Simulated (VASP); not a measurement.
Crystal: Fe.

```
Fe
1.0
    -1.44300    1.44300    1.44300
     1.44300   -1.44300    1.44300
     1.44300    1.44300   -1.44300
Fe
1
Cartesian
  0.0000 0.0000 0.0000
```

- Program: VASP 6.6.1
- Task: relaxation of cell and atoms
- Functional: PBEsol
- Potentials or basis: VASP PAW PBE potentials, release 64 (Fe)
- Cutoff: 600 eV
- k mesh: 18 × 18 × 18
- Occupations: methfessel-paxton, width 0.1 eV
- Spin: collinear spin, ferromagnetic start
- Starting moments: [4.0] μB

At the start: pressure -18.1 GPa; volume 12.02 Å³/atom.

**Question.** Where does the relaxation end?

**Answer.** Over 4 steps the energy falls by 76.7 meV/atom and the volume is 10.83 Å³/atom (-9.9 %); space group Im-3m (No. 229, to 0.05 Å); moment 2.12 μB per cell.

Step by step:
| step | energy change (eV) | largest force (eV/Å) | pressure (GPa) | volume (Å³) |
| --- | --- | --- | --- | --- |
| 1 | 0.0000 | 0.0000 | -18.09 | 12.02 |
| 2 | 0.0030 | 0.0000 | 24.70 | 9.81 |
| 3 | -0.0766 | 0.0000 | -0.76 | 10.86 |
| 4 | -0.0767 | 0.0000 | -0.14 | 10.83 |

Final structure:
```xyz
1
Lattice="-1.3937 1.3937 1.3937 1.3937 -1.3937 1.3937 1.3937 1.3937 -1.3937" Properties=species:S:1:pos:R:3 pbc="T T T"
Fe    2.7874    0.0000    0.0000
```

Caveat: the PAW data sets were made with another functional, which shifts forces and pressure a little.
